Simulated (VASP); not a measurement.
OSZICAR of a VASP run on Fe (bcc):

**OSZICAR**
```
       N       E                     dE             d eps       ncg     rms          rms(c)
DAV:   1     0.123518445187E+02    0.12352E+02   -0.34710E+03  5516   0.856E+02
DAV:   2    -0.895245639883E+01   -0.21304E+02   -0.19861E+02  5224   0.115E+02
DAV:   3    -0.919608136801E+01   -0.24362E+00   -0.24282E+00  5827   0.168E+01
DAV:   4    -0.919726674947E+01   -0.11854E-02   -0.11853E-02  5764   0.112E+00
DAV:   5    -0.919727907270E+01   -0.12323E-04   -0.12324E-04  5686   0.101E-01    0.104E+01
DAV:   6    -0.831754705868E+01    0.87973E+00   -0.15683E+01  5513   0.609E+01    0.701E+00
DAV:   7    -0.819059563280E+01    0.12695E+00   -0.14438E+00  5498   0.176E+01    0.348E+00
DAV:   8    -0.818706848769E+01    0.35271E-02   -0.14431E-02  6269   0.971E-01    0.141E+00
DAV:   9    -0.818170797124E+01    0.53605E-02   -0.13562E-02  6406   0.916E-01    0.485E-01
DAV:  10    -0.818170986666E+01   -0.18954E-05   -0.94420E-04  5484   0.498E-01    0.156E-01
DAV:  11    -0.818173074488E+01   -0.20878E-04   -0.22461E-04  5499   0.194E-01    0.747E-02
DAV:  12    -0.818175397595E+01   -0.23231E-04   -0.37845E-05  5422   0.103E-01    0.495E-02
DAV:  13    -0.818176038920E+01   -0.64132E-05   -0.31067E-05  5499   0.672E-02    0.176E-02
DAV:  14    -0.818176237098E+01   -0.19818E-05   -0.47127E-06  3994   0.241E-02    0.854E-03
DAV:  15    -0.818176413766E+01   -0.17667E-05   -0.99146E-06  4576   0.336E-02    0.234E-03
DAV:  16    -0.818176389716E+01    0.24050E-06   -0.47007E-07  2663   0.763E-03
   1 F= -.85026605E+01 E0= -.85025293E+01  d E =-.393781E-03  mag=     2.4650
```

Task: Which electronic solver shows in the log?

Result: It is blocked Davidson (ALGO = Normal, or the opening steps of other solvers). The INCAR had ALGO = Normal.

Task: How was spin treated?

Result: Collinear spin (ISPIN = 2): the summary line carries one mag value, 2.46 μB in the cell.

Task: Can the final energy be trusted as converged?

Result: Self-consistency was reached. It stopped with EDIFF = 1E-6, NELM = 100 (PBE GGA with D4 dispersion, plane waves, VASP's PBE PAW potentials (set 64)).

The compound is Fe in the bcc structure. The cell was not relaxed at this level. The run is one of a series of settings (IVDW = 13 against the base run), some of them coarse on purpose.
